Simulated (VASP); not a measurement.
All values below come from PBEsol GGA, VASP's PBE PAW potentials (set 64) (plane waves; VASP).

VASP ran on this input.

File KPOINTS:
```
Automatic
0
gamma
  11 11 11
0 0 0
```

### INCAR
```
ENCUT  =  400
NELM  =  100   # most electronic steps
LWAVE  =  .FALSE.
GGA  =  PS
ISIF  =  2   # forces and stress, cell fixed
LCHARG  =  .FALSE.
LREAL  =  .FALSE.   # projection in real space or not
EDIFF  =  1E-6   # SCF stop (eV)
LASPH  =  .TRUE.
ALGO  =  Normal   # blocked Davidson
ISMEAR  =  -1
PREC  =  Accurate
SYSTEM  =  C
SIGMA  =  0.02   # width (eV)
```

POSCAR:
```
C
1
    0.0000000000     1.7804680000     1.7804680000
    1.7804680000     0.0000000000     1.7804680000
    1.7804680000     1.7804680000     0.0000000000
C
2
Direct
  0.0000000000   0.0000000000   0.0000000000
  0.2500000000   0.2500000000   0.2500000000
```

POTCAR, in this order: C (PBE.64 set). Program: vasp_std.

Problem. What will the output report for the number of irreducible k-points (NKPTS), largest plane-wave count, number of space-group operations, FFT grid (NGX, NGY, NGZ)?

Solution. 
The number of irreducible k-points (NKPTS) is 56. The largest plane-wave count is 211 and the number of space-group operations is 48. The FFT grid (NGX, NGY, NGZ) is 16 × 16 × 16.

The structure is a typed C crystal (Fd-3m). The cell was not relaxed at this level. The run is one of a series of settings (GGA = PS against the base run), some of them coarse on purpose.
